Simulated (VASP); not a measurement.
Here is the system:

```xyz
3
Lattice="4.5290 0.0000 0.0000 -2.2645 3.9222 0.0000 0.0000 0.0000 7.2098" Properties=species:S:1:pos:R:3 pbc="T T T"
Ca     0.0000     0.0000     0.0000
I      0.0000     2.6148     1.7614
I      2.2645     1.3074     5.4485
```

The numbers are results of PBEsol GGA, VASP's PBE PAW potentials (set 64) (plane waves; VASP 6.6.1), not measurements. Run with 300 eV cut-off, 5×5×3 Γ-centred mesh, Gaussian smearing of 0.010 eV, potentials Ca_sv I.

At this cut-off the stress carries a Pulay error, which pulls relaxed volumes low. Energy and stress use the plane-wave basis of the starting cell.

Task: The ions, cell shape and volume are relaxed. Predict the relaxed structure.

Result: 
```xyz
3
Lattice="4.4371 0.0000 0.0000 -2.2186 3.8427 0.0000 0.0000 0.0000 7.0662" Properties=species:S:1:pos:R:3 pbc="T T T"
Ca     0.0000     0.0000     0.0000
I      0.0000     2.5618     1.7646
I      2.2186     1.2809     5.3016
```
Space group P-3m1 (164), at a tolerance of 0.03 Å.

Task: How do energy and volume change from the first to the last step?

Result: The energy (σ→0) changes by -6.2 meV/atom and the volume by -5.9 %, in 11 ionic steps.

| step | E(σ→0) (eV) | max force (eV/Å) | pressure (GPa) | volume (Å³) |
|---|---|---|---|---|
| 1 | -10.4981 | 0.128 | -0.92 | 128.07 |
| 2 | -10.5137 | 0.045 | -0.09 | 123.57 |
| 3 | -10.5138 | 0.059 | -0.02 | 123.23 |
| 4 | -10.5144 | 0.051 | -0.02 | 123.07 |
| 5 | -10.5154 | 0.028 | -0.02 | 122.59 |
| 6 | -10.5155 | 0.017 | -0.02 | 122.37 |
| 7 | -10.5156 | 0.018 | -0.01 | 122.17 |
| 8 | -10.5160 | 0.020 | 0.02 | 121.57 |
| 9 | -10.5164 | 0.024 | 0.09 | 120.38 |
| 10 | -10.5165 | 0.017 | 0.06 | 120.41 |
| 11 | -10.5166 | 0.002 | -0.03 | 120.48 |

The structure comes from a computed database's CaI2 entry (P-3m1); how it stands against other phases isn't given here. This run relaxes it. Symmetry was kept, so distortions that lower it aren't found. The run is one of a series of settings (EDIFFG = -0.01, IBRION = 2, ISIF = 3, NSW = 50 against the base run), some of them coarse on purpose.
